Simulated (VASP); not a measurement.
Data:

```
CELL_PARAMETERS angstrom
      0.00000     1.78350     1.78350
      1.78350     0.00000     1.78350
      1.78350     1.78350     0.00000
ATOMIC_POSITIONS crystal
  C  0.00000 0.00000 0.00000
  C  0.25000 0.25000 0.25000
```

Method: AM05 GGA, VASP's PBE PAW potentials (set 64) (plane waves; VASP 6.6.1). Numerical set-up: 520 eV cut-off, 11×11×11 Γ-centred mesh, Gaussian smearing of 0.050 eV, potentials C.

Q: The ions, cell shape and volume are relaxed. Which structure does the run end with?

A: 
```
CELL_PARAMETERS angstrom
      0.00000     1.77667     1.77667
      1.77667     0.00000     1.77667
      1.77667     1.77667     0.00000
ATOMIC_POSITIONS crystal
  C  0.00000 0.00000 0.00000
  C  0.25000 0.25000 0.25000
```
Space group Fd-3m (227), at a tolerance of 0.03 Å.

Q: How do energy and volume change from the first to the last step?

A: The energy (σ→0) changes by -1.0 meV/atom and the volume by -1.1 %, in 3 ionic steps.

```
step  E(σ→0) (eV)  max force (eV/Å)  pressure (GPa)  volume (Å³)
----  -----------  ----------------  --------------  -----------
1        -18.9235             0.000           -5.09        11.35
2        -18.9222             0.000            6.76        11.05
3        -18.9256             0.000           -0.02        11.22
```

The compound is C in the diamond structure. This run relaxes it. Symmetry was kept, so distortions that lower it aren't found.
